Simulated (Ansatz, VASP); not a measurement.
# ZnAu in two plane-wave programs

Wanted: the spread between two codes on one cell, functional and k mesh. The cell is taken from a series of runs on this material, whose earlier steps may have relaxed, scaled, displaced or heated it; both programs get it as it stands.

Program: Ansatz 0.2.0. Level of theory: plane waves, with VASP 6.6.1 beside it; relaxation of cell and atoms at LDA and zone-centre phonons at LDA. Results are calculated unless marked as measured.

**1. Starting point**

It takes space group Pm-3m (No. 221, cubic). The conventional cell has a = 3.095 Å, b = 3.095 Å, c = 3.095 Å, α = 90.00°, β = 90.00°, γ = 90.00°. Nearest to Zn lie 8 Au at 2.68 Å. Nearest to Au lie 8 Zn at 2.68 Å. Farther neighbours are not listed.

Structure file:

```cif
data_structure
_symmetry_space_group_name_H-M 'Pm-3m'
_symmetry_Int_Tables_number 221
_cell_length_a 3.0953
_cell_length_b 3.0953
_cell_length_c 3.0953
_cell_angle_alpha 90.000
_cell_angle_beta 90.000
_cell_angle_gamma 90.000
_cell_volume 29.65
loop_
_atom_site_label
_atom_site_type_symbol
_atom_site_symmetry_multiplicity
_atom_site_Wyckoff_symbol
_atom_site_fract_x
_atom_site_fract_y
_atom_site_fract_z
_atom_site_occupancy
Zn1 Zn 1 b 0.50000 0.50000 0.50000 1
Au1 Au 1 a 0.00000 0.00000 0.00000 1
```

**2. VASP: relaxation of cell and atoms, LDA**

The relaxed volume is the usual yardstick between codes: in a stiff, nearly cubic crystal its relative difference is about their pressure difference at one cell divided by the bulk modulus.

Lines of VASP's logs that name or quote its potential files are left out, and so is its time.

INCAR

```
SYSTEM = ZnAu
PREC = Accurate
ENCUT = 500
EDIFF = 1E-07
NELM = 120
ISMEAR = 1
SIGMA = 0.2
LREAL = .FALSE.
ALGO = Normal
GGA = CA
NBANDS = 17
LASPH = .TRUE.
LORBIT = 11
LWAVE = .FALSE.
LCHARG = .FALSE.
ISIF = 3
IBRION = 2
NSW = 80
EDIFFG = -0.005
GGA_COMPAT = .FALSE.
NELMIN = 4
KPAR = 2
```

POSCAR

```
ZnAu
1.0
    3.0952540000      0.0000000000      0.0000000000
    0.0000000000      3.0952540000      0.0000000000
    0.0000000000      0.0000000000      3.0952540000
Zn Au
1 1
Direct
    0.5000000000      0.5000000000      0.5000000000
    0.0000000000      0.0000000000      0.0000000000
```

KPOINTS

```
Automatic mesh
0
Gamma
16 16 16
0 0 0
```

Potentials, in the order of the species: Zn and Au (LDA family, release 64).

Started as:

```bash
$ mpirun -np 2 vasp_std
```

Numbers of over 12 decimals in the logs are rounded to 6 here.

What it wrote:

```text
[banner, memory and clock lines left out]
running    2 mpi-ranks, on    1 nodes
 distrk:  each k-point on    1 cores,    2 groups
 distr:  one band on    1 cores,    1 groups

 POSCAR found type information on POSCAR ZnAu
 POSCAR found :  2 types and       2 ions
 LDA part: xc-table for (Slater(with rela. corr.)+CA(PZ))
 , standard interpolation
 POSCAR, INCAR and KPOINTS ok, starting setup
 FFT: planning ... GRIDC
 FFT: planning ... GRID_SOFT
 FFT: planning ... GRID
 WAVECAR not read
 entering main loop
       N       E                     dE             d eps       ncg     rms          rms(c)
DAV:   1     0.122937006377E+03    0.12294E+03   -0.11429E+04  5794   0.173E+03
DAV:   2    -0.279128397549E+01   -0.12573E+03   -0.12061E+03  5706   0.315E+02
DAV:   3    -0.728899614107E+01   -0.44977E+01   -0.44674E+01  6306   0.669E+01
DAV:   4    -0.732333134677E+01   -0.34335E-01   -0.34327E-01  6508   0.508E+00
DAV:   5    -0.732368619707E+01   -0.35485E-03   -0.35484E-03  6274   0.548E-01    0.996E+00
DAV:   6    -0.680826065517E+01    0.51543E+00   -0.14896E+00  5965   0.141E+01    0.604E+00
DAV:   7    -0.677170853863E+01    0.36552E-01   -0.37833E-02  7985   0.403E+00    0.309E+00
DAV:   8    -0.676043113467E+01    0.11277E-01   -0.92909E-03  6051   0.104E+00    0.130E-01
DAV:   9    -0.676042470067E+01    0.64340E-05   -0.34738E-04  6820   0.301E-01    0.630E-02
DAV:  10    -0.676042449610E+01    0.20457E-06   -0.35420E-05  6599   0.644E-02    0.198E-02
DAV:  11    -0.676042379918E+01    0.69692E-06   -0.28538E-06  6487   0.267E-02    0.403E-03
DAV:  12    -0.676042380059E+01   -0.14170E-08   -0.71402E-08  3371   0.103E-02
   1 F= -.67604238E+01 E0= -.67605268E+01  d E =-.676042E+01
 curvature:   0.00 expect dE= 0.000E+00 dE for cont linesearch  0.000E+00
 trial: gam= 0.00000 g(F)=  0.000E+00 g(S)=  0.138E-02 ort = 0.000E+00 (trialstep = 0.100E+01)
 search vector abs. value=  0.138E-02
 bond charge predicted
       N       E                     dE             d eps       ncg     rms          rms(c)
DAV:   1    -0.678978779641E+01   -0.29364E-01   -0.38942E-01  5920   0.113E+01    0.112E+00
DAV:   2    -0.676274055309E+01    0.27047E-01   -0.76097E-02  6397   0.613E+00    0.416E-01
DAV:   3    -0.676094253474E+01    0.17980E-02   -0.30447E-03  5710   0.553E-01    0.267E-01
DAV:   4    -0.676039988037E+01    0.54265E-03   -0.25641E-04  8227   0.511E-01    0.887E-02
DAV:   5    -0.676030959997E+01    0.90280E-04   -0.91487E-05  6254   0.102E-01    0.732E-03
DAV:   6    -0.676030995475E+01   -0.35477E-06   -0.73381E-06  5995   0.347E-02    0.436E-03
DAV:   7    -0.676031001144E+01   -0.56694E-07   -0.34098E-07  5504   0.240E-02
   2 F= -.67603100E+01 E0= -.67603812E+01  d E =0.113789E-03
 trial-energy change:    0.000114  1 .order    0.000134   -0.001380    0.001648
 step:   0.4657(harm=  0.4558)  dis= 0.00000  next Energy=    -6.760747 (dE=-0.323E-03)
 bond charge predicted
       N       E                     dE             d eps       ncg     rms          rms(c)
DAV:   1    -0.676920291192E+01   -0.88930E-02   -0.11072E-01  5945   0.597E+00    0.603E-01
DAV:   2    -0.676141708164E+01    0.77858E-02   -0.22095E-02  6374   0.349E+00    0.215E-01
DAV:   3    -0.676091440883E+01    0.50267E-03   -0.91735E-04  5680   0.322E-01    0.138E-01
DAV:   4    -0.676077165133E+01    0.14276E-03   -0.61338E-05  8261   0.273E-01    0.576E-02
DAV:   5    -0.676073386324E+01    0.37788E-04   -0.28684E-05  6980   0.711E-02    0.437E-03
DAV:   6    -0.676073397051E+01   -0.10727E-06   -0.30156E-06  5978   0.217E-02    0.221E-03
DAV:   7    -0.676073398737E+01   -0.16861E-07   -0.74110E-08  3154   0.101E-02
   3 F= -.67607340E+01 E0= -.67608215E+01  d E =-.310187E-03
 curvature:  -0.23 expect dE=-0.514E-07 dE for cont linesearch -0.514E-07
 trial: gam=-0.01262 g(F)=  0.357E-65 g(S)=  0.226E-06 ort = 0.176E-04 (trialstep = 0.893E+00)
 search vector abs. value=  0.137E-09
 reached required accuracy - stopping structural energy minimisation
```

From OUTCAR (step 2):

```text
ion  position               nearest neighbor table
   1  0.500  0.500  0.500-   2 2.68   2 2.68   2 2.68   2 2.68   2 2.68   2 2.68   2 2.68   2 2.68

  LATTYP: Found a simple cubic cell.
 ALAT       =     3.0952540000

 Subroutine GETGRP returns: Found 48 space group operations
 (whereof 48 operations were pure point group operations)

The static configuration has the point symmetry O_h .

 Found    165 irreducible k-points:

   k-points           NKPTS =    165   k-points in BZ     NKDIM =    165   number of bands    NBANDS=     17

   dimension x,y,z NGX =    24 NGY =   24 NGZ =   24
   dimension x,y,z NGXF=    48 NGYF=   48 NGZF=   48

   ENCUT  =  500.0 eV  36.75 Ry    6.06 a.u.   5.64  5.64  5.64*2*pi/ulx,y,z

   NELECT =      23.0000    total number of electrons

 k-points in reciprocal lattice and weights: Automatic mesh
   0.00000000  0.00000000  0.00000000       0.000
   0.06250000  0.00000000  0.00000000       0.001
   0.12500000  0.00000000  0.00000000       0.001
   0.18750000  0.00000000  0.00000000       0.001
   0.25000000  0.00000000  0.00000000       0.001
   0.31250000  0.00000000  0.00000000       0.001
   0.37500000  0.00000000  0.00000000       0.001
   0.43750000  0.00000000  0.00000000       0.001
   0.50000000  0.00000000  0.00000000       0.001
[...]
0.50000000  0.50000000  0.43750000       0.001
   0.50000000  0.50000000  0.50000000       0.000

 average (electrostatic) potential at core
       1 -33.4747       2 -66.9736

 E-fermi :   7.4643

 k-point     1 :       0.0000    0.0000    0.0000
  band No.  band energies     occupation
    ...
      7       1.8481      2.00000
      8       1.8481      2.00000
      9       3.6463      2.00000
     10       3.6463      2.00000
     11       3.6463      2.00000
     12      12.4535      0.00000
     13      12.4535      0.00000
     14      12.4535      0.00000
     15      16.7778      0.00000
     16      20.0244      0.00000
    ...

 k-point     2 :       0.0625    0.0000    0.0000
  band No.  band energies     occupation
    ...
      7       1.8347      2.00000
      8       1.8679      2.00000
      9       3.5867      2.00000
     10       3.5867      2.00000
     11       3.6396      2.00000
     12      11.8865      0.00000
     13      12.5936      0.00000
     14      12.5936      0.00000
     15      17.1472      0.00000
     16      19.9334      0.00000
    ...

 k-point     3 :       0.1250    0.0000    0.0000
  band No.  band energies     occupation
    ...
      7       1.7951      2.00000
      8       1.9241      2.00000
      9       3.4230      2.00000
     10       3.4230      2.00000
     11       3.6203      2.00000
     12      10.6671     -0.00000
     13      12.9988      0.00000
     14      12.9988      0.00000
     15      17.6987      0.00000
     16      19.6828      0.00000
    ...

  Total        0.0017658      0.0017658      0.0017658      0.0000000      0.0000000     -0.0000000
  in kB        0.0949624      0.0949624      0.0949624      0.0000000      0.0000000     -0.0000000
  external PRESSURE =       0.0949624 kB  Pullay stress =       0.0000000 kB

  energy-cutoff  :      500.00
  volume of cell :       29.79
      direct lattice vectors                 reciprocal lattice vectors
     3.100056568  0.000000000  0.000000000     0.322574759 -0.000000000  0.000000000
     0.000000000  3.100056568  0.000000000    -0.000000000  0.322574759  0.000000000
    -0.000000000 -0.000000000  3.100056568    -0.000000000 -0.000000000  0.322574759

 POSITION                                       TOTAL-FORCE (eV/Angst)
 -----------------------------------------------------------------------------------
      1.55003      1.55003      1.55003        -0.000000     -0.000000      0.000000
      0.00000      0.00000      0.00000         0.000000      0.000000      0.000000
 -----------------------------------------------------------------------------------
    total drift:                                0.000000      0.000000     -0.000000

  FREE ENERGIE OF THE ION-ELECTRON SYSTEM (eV)
  ---------------------------------------------------
  free  energy   TOTEN  =        -6.7607339874 eV

  energy  without entropy=       -6.7609966637  energy(sigma->0) =       -6.76082155

 reached required accuracy - stopping structural energy minimisation

 total charge
# of ion       s       p       d       tot
------------------------------------------
    1        0.542   0.493   9.778  10.814
    2        0.633   0.429   8.712   9.775
--------------------------------------------------
tot          1.176   0.923  18.491  20.589

[... 3 further parts left out ...]
```

**3. Ansatz: relaxation of cell and atoms, LDA**

Ansatz runs on its default PAW (the set named soft_2) files.

The same cell, functional (in two slightly different forms), mesh and smearing now go to Ansatz, which takes its cutoff from its data sets.

input.yaml

```yaml
crystal:
  lattice:
    - [3.0952544171, 0.0, 0.0]
    - [0.0, 3.0952544171, 0.0]
    - [0.0, 0.0, 3.0952544171]
  atoms:
    - { symbol: Zn, position: [0.5, 0.5, 0.5] }
    - { symbol: Au, position: [0.0, 0.0, 0.0] }
kpoints:
  mp_grid: { grid: [16, 16, 16] }
hamiltonian:
  xc: lda
scf:
  occupations: { method: methfessel_paxton, width: 0.2 }
output:
  forces: true
  stress: true
  eigenvalues: true
relax:
  adjacent_minimum: "off"
  f_tol: 0.001
  max_steps: 60
  cell: { stress_tol: 0.01 }
```

Started as:

```bash
$ ansatz run input.yaml --threads 4 --pin off --max-ram 7168MiB --backend cpu --events-out ev --progress --plain --runs-dir out
```

What it wrote:

```text
Engine: ansatz 0.2.0, x86_64-unknown-linux-gnu
Pseudopotentials: kind: paw
Pseudopotential: Zn, paw, valence charge 12, recommended cutoff 420 eV (normal), Zn.paw.azcp
Pseudopotential: Au, paw, valence charge 19, recommended cutoff 420 eV (normal), Au.paw.azcp
Functional definition: SPW92
  exchange = slater_x
  correlation = pw_c
Crystal: 2 atoms, lattice volume = 29.654 Å³
Basis set: ecut = 420 eV, 587 PW (Γ)
Bands: 20, of which v1, the nominal top of the filled ones, is band 16 counted from 1 (15 counted from 0)
Symmetry: 48 space group operations
Space group: Pm-3m (ITA 221), of the structure as read, at distance tolerance 3.1e-5 Å
k-points: 165 of 4096
Non-local potential: Zn, projectors of the file, l = 0: 2, l = 1: 2, l = 2: 3, l = 3: 1
Non-local potential: Au, projectors of the file, l = 0: 3, l = 1: 2, l = 2: 2, l = 3: 1
PAW form: soft (Blöchl's): semilocal exchange-correlation on the pseudo side does not see the compensation charge
PAW frozen core: Zn, regenerated for the run's functional, and the local potential with it (the file was generated under x = pbe(κ = 0.804, μ = 0.219515), c = pbe(β = 0.066725))
PAW frozen core: Au, regenerated for the run's functional, and the local potential with it (the file was generated under x = pbe(κ = 0.804, μ = 0.219515), c = pbe(β = 0.066725))
PAW one-centre angular grid: Zn, 590 points (default); XC on 64 Gauss nodes
PAW one-centre angular grid: Au, 590 points (default); XC on 64 Gauss nodes
Initial density: superposition of atomic densities (neutral atoms: chi_scale 0, normalization atom), corrected by the library's trained network
Initial wavefunctions: pseudopotential atomic-orbital guess
Functional: x = slater, c = lda
SCF iter   1: F=—  HF=-16111.664760 eV  |F-HF|=—  |Δ(HF+E_count)|=         —  Δρ=6.70e-3  dr2=5.50e-3  ethr=1.77e-3  ⟨swp⟩=4.9  Hψ=13511  notcnv=0
preconditioner: auto → none  [metal: Δε(μ)=0.098 eV  Ē_g=13.099 eV  σ=0.200 eV  W_gap=0.39  n_scr=6 (ndim 8)  ℏωp=32.7 eV  f_vac=0.000  D(μ)=0.42/eV (n_scr^D=0)  sad-step TF]
SCF iter   2: F=—  HF=-16111.664460 eV  |F-HF|=—  |Δ(HF+E_count)|=   3.00e-4  S|Δr|=    0.00e0  Δρ=2.80e-3  dr2=1.18e-3  ethr=1.78e-5  ⟨swp⟩=2.0  Hψ=6317  notcnv=0
SCF iter   3: F=—  HF=-16111.664310 eV  |F-HF|=—  |Δ(HF+E_count)|=   1.49e-4  S|Δr|=    0.00e0  Δρ=2.16e-3  dr2=8.12e-4  ethr=3.81e-6  ⟨swp⟩=2.0  Hψ=5118  notcnv=0
SCF iter   4: F=—  HF=-16111.664090 eV  |F-HF|=—  |Δ(HF+E_count)|=   2.20e-4  S|Δr|=    0.00e0  Δρ=6.83e-4  dr2=5.77e-5  ethr=2.62e-6  ⟨swp⟩=2.0  Hψ=5015  notcnv=0
SCF iter   5: F=—  HF=-16111.664077 eV  |F-HF|=—  |Δ(HF+E_count)|=   1.28e-5  S|Δr|=    0.00e0  Δρ=5.61e-5  dr2=4.46e-7  ethr=1.86e-7  ⟨swp⟩=2.5  Hψ=5230  notcnv=0
SCF iter   6: F=-16111.664078 eV  HF=-16111.664078 eV  |F-HF|=3.57e-8  |Δ(HF+E_count)|=   6.08e-7  S|Δr|=    0.00e0  Δρ=1.76e-5  dr2=5.85e-8  ethr=3.23e-10  ⟨swp⟩=6.1  Hψ=14868  notcnv=0
SCF 1 converged in 6 iterations: F = -16111.664078 eV  dr2 = 5.85e-8
  greatest PAW one-centre occupation: 1.003 electrons in one spin orbital (limit 2), on the Au atom at site 1 (counted from 0), in its partial waves of l = 0
relax step   1: F+E_penalty+E_count = -16111.66407802 eV  Δ(F+E_penalty+E_count) = +0.000e0 eV  max|allowed force component| = 1.223e-29 eV/Å  Δτ_max = 0.0000 Å  P = +0.004 GPa  Ω = 29.654 Å³  (6 SCF iters, dr2 threshold 1.00e-7 eV, accepted)
Initial density: handed on by an earlier stage of this run
Initial wavefunctions: pseudopotential atomic-orbital guess (no wavefunctions were taken with the density)
iter 1 solved again at ethr=2.38e-8 eV; its pass at ethr=3.10e-3 eV (dr2=7.39e-6 eV) is discarded
SCF iter   1: F=—  HF=-16111.664078 eV  |F-HF|=—  |Δ(HF+E_count)|=         —  Δρ=1.75e-5  dr2=5.79e-8  ethr=2.38e-8  ⟨swp⟩=3.1  Hψ=23547  notcnv=0
preconditioner: auto → none  [metal: Δε(μ)=0.090 eV  Ē_g=13.131 eV  σ=0.200 eV  W_gap=0.36  n_scr=6 (ndim 8)  ℏωp=32.7 eV  f_vac=0.000  D(μ)=0.42/eV (n_scr^D=0)]
SCF iter   2: F=—  HF=-16111.664078 eV  |F-HF|=—  |Δ(HF+E_count)|=   2.54e-7  S|Δr|=    0.00e0  Δρ=6.23e-6  dr2=5.13e-9  ethr=1.87e-10  ⟨swp⟩=2.3  Hψ=5446  notcnv=0
SCF iter   3: F=—  HF=-16111.664078 eV  |F-HF|=—  |Δ(HF+E_count)|=   1.83e-8  S|Δr|=    0.00e0  Δρ=9.52e-6  dr2=1.51e-8  ethr=1.65e-11  ⟨swp⟩=2.0  Hψ=5840  notcnv=0
SCF iter   4: F=—  HF=-16111.664078 eV  |F-HF|=—  |Δ(HF+E_count)|=   4.72e-9  S|Δr|=    0.00e0  Δρ=1.18e-6  dr2=5.80e-10  ethr=1.65e-11  ⟨swp⟩=2.0  Hψ=5164  notcnv=0
SCF iter   5: F=—  HF=-16111.664078 eV  |F-HF|=—  |Δ(HF+E_count)|=  1.75e-10  S|Δr|=    0.00e0  Δρ=5.10e-7  dr2=3.41e-11  ethr=1.87e-12  ⟨swp⟩=2.6  Hψ=5151  notcnv=0
SCF iter   6: F=—  HF=-16111.664078 eV  |F-HF|=—  |Δ(HF+E_count)|=  1.46e-11  S|Δr|=    0.00e0  Δρ=5.66e-8  dr2=9.49e-13  ethr=1.10e-13 (applied; sched 1.00e-12)  ⟨swp⟩=2.2  Hψ=5701  notcnv=0
SCF iter   7: F=-16111.664078 eV  HF=-16111.664078 eV  |F-HF|=5.46e-12  |Δ(HF+E_count)|=  3.64e-12  S|Δr|=    0.00e0  Δρ=7.21e-9  dr2=5.90e-15  ethr=1.00e-12  ⟨swp⟩=4.0  Hψ=10979  notcnv=0
SCF 2 converged in 7 iterations: F = -16111.664078 eV  dr2 = 5.90e-15
relax step   2: F+E_penalty+E_count = -16111.66407803 eV  Δ(F+E_penalty+E_count) = -1.220e-8 eV  max|allowed force component| = 2.215e-29 eV/Å  Δτ_max = 0.0000 Å  P = +0.004 GPa  Ω = 29.654 Å³  stress off target by 4.41e-3 GPa  SCF on the basis re-selected at this cell (its energy is not comparable with the rows above)  (7 SCF iters)
basis re-selected at this cell: Δ(F+E_penalty+E_count) = -1.220e-8 eV, ΔP = +0.000 GPa vs the last step (what re-selecting the basis moved, of the pressure what is left beyond the Pulay correction that the steps carried, after the strain that the cell walked since its last selection, with what the two solves' SCF thresholds leave and, on support functions, any second-order correction that the steps lacked; it is no m [...]
SCF converged after 7 iterations
Stability not checked: this state was not tested for a lower state beside it, because cold or Methfessel-Paxton smearing, or corrected tetrahedra, fill the levels in a way that the test cannot read (fill_not_monotonic; see scf.lower_state_search)
Free energy (F): -16111.664078 eV
Harris-Foulkes:  -16111.664078 eV  (|F-HF|=5.46e-12)
Internal energy: -16111.664362 eV  (E = F + TS)
E sigma→0 (E₀):  -16111.664149 eV
Entropy (-TS):   0.000284 eV (0.142 meV/atom)
Fermi energy:    17.797585 eV
--- Per-component energies (eV) ---
  E_band       = -149.921604
  E_kinetic    = 738.573939
  E_local      = -3154.026516  (includes V_loc(G=0)·N_el)
  E_nonlocal   = 695.568309
  E_hartree    = 1332.072485
  E_xc         = -364.069720
  E_vxc        = -330.937350  (∫ρ·V_xc dr)
  E_paw        = -11178.359009  (= ΣΔE_a)
  E_vpaw       = -763.245820  (= ΣTr[D̂ρ^β])
  E_aug_tail   = 0.000862  (compensation charges beyond the density's cutoff)
  E_ewald      = -4183.504572
  E_core_change = 2.079859  (= ΣΔE_core)
  E_smearing   = 0.000284  (= −TS)
  E_closure    = -0.000000  (closes the sum)
  Σ components = -16111.664078   (vs F -16111.664078, Δ=0.00e0)
--- Forces (eV/Å), atoms counted from 1 ---
  atom   1  Zn     0.00000000    -0.00000000     0.00000000
  atom   2  Au    -0.00000000     0.00000000    -0.00000000
  max |Σ_I F_I| component: 3.77e-29 eV/Å
--- Stress (GPa, compression-positive) ---
        0.004414      -0.000000       0.000000
       -0.000000       0.004414       0.000000
        0.000000       0.000000       0.004414
  P = ⅓ Tr σ = 0.0044 GPa (0.044 kbar)
--- Band table (eV; the first three rows and the last of 165) ---
  k-point 0: bands = [... 12 lower, 14.0007, 14.0007, 14.0007, 22.7781, 22.7781, 22.7781, 27.1035, 30.3402]
  k-point 1: bands = [... 12 lower, 13.9400, 13.9400, 13.9937, 22.2096, 22.9196, 22.9196, 27.4767, 30.2485]
  k-point 2: bands = [... 12 lower, 13.7734, 13.7734, 13.9734, 20.9883, 23.3284, 23.3284, 28.0333, 29.9965]
  k-point 164: bands = [... 12 lower, 14.6826, 14.6826, 19.1615, 21.5680, 21.6069, 21.6069, 21.6069, 23.9581]
--- Relaxed structure (1 steps of the walk, 1 accepted, 1 SCFs on fresh bases) ---
  F+E_penalty+E_count = -16111.66407803 eV   max|allowed force component| = 2.215e-29 eV/Å   (the final SCF, on the basis selected at the relaxed cell)
  cell:  # Å, volume = 29.6544 Å³
    - [3.0952544171, 0.0, 0.0]
    - [0.0, 3.0952544171, 0.0]
    - [0.0, 0.0, 3.0952544171]
  atoms:
    - { symbol: Zn, position: [0.5, 0.5, 0.5] }
    - { symbol: Au, position: [0.0, 0.0, 0.0] }
```

**4. Comparison**

Known differences besides the potentials themselves: the two LDA forms differ slightly; the data sets hold 31 valence electrons in Ansatz (on its default PAW (the set named soft_2) files) and 23 in VASP; the cutoff is 420 eV in Ansatz and 500 eV in VASP; VASP's log shows a relativistic correction to its local exchange, Ansatz's none; Ansatz adds a Pulay correction to the stress that steers its cell, VASP none. Total energies have different zeros and are not compared.

The two programs side by side:

| quantity | Ansatz | VASP | difference |
| --- | --- | --- | --- |
| volume (Å³) | 29.65 | 29.79 | -0.46 % |
| edge a after relaxation, in the typed setting (Å) | 3.095 | 3.100 | -0.15 % |

(Continued in part 2 of 2.)

[Lines on the potential files, build, host, timing and source positions are cut from VASP's logs without a mark.]

[Logs are printed without paths, hosts, clocks, repeated set-up lines and the standing remarks that a program may print on its own settings, such as how far it seeks lower states.]

[Hosts, paths, dates, database ids (printed as entryN), source tags and the programs' standing remarks are cut or masked in the printed files.]
